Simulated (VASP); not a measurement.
Given:

```
CELL_PARAMETERS angstrom
      0.00000     2.91707     2.91707
      2.91707     0.00000     2.91707
      2.91707     2.91707     0.00000
ATOMIC_POSITIONS crystal
  Ge 0.00000 0.00000 0.00000
  Ge 0.25000 0.25000 0.25000
```

The numbers are results of rev-vdW-DF2, VASP's PBE PAW potentials (set 64) (plane waves; VASP 6.6.1), not measurements. Numerical set-up: 520 eV cut-off, 11×11×11 Γ-centred mesh, first-order Methfessel-Paxton smearing of 0.10 eV, potentials Ge_d.

### Question
Predict the energy per atom (σ→0), pressure, band gap (on the k-mesh) with the smallest direct gap where there is one.

### Answer

```json
{
  "band gap (on the k-mesh)": "none (metal, semimetal or under 0.01 eV)",
  "energy per atom (σ→0)": "-1.543 eV/atom",
  "pressure": "-3.04 GPa"
}
```

Total energies compare only between runs with the same potentials, cut-off and functional.

The compound is Ge in the diamond structure. This cell is one point of a volume scan, at 1.06 of the reference volume.
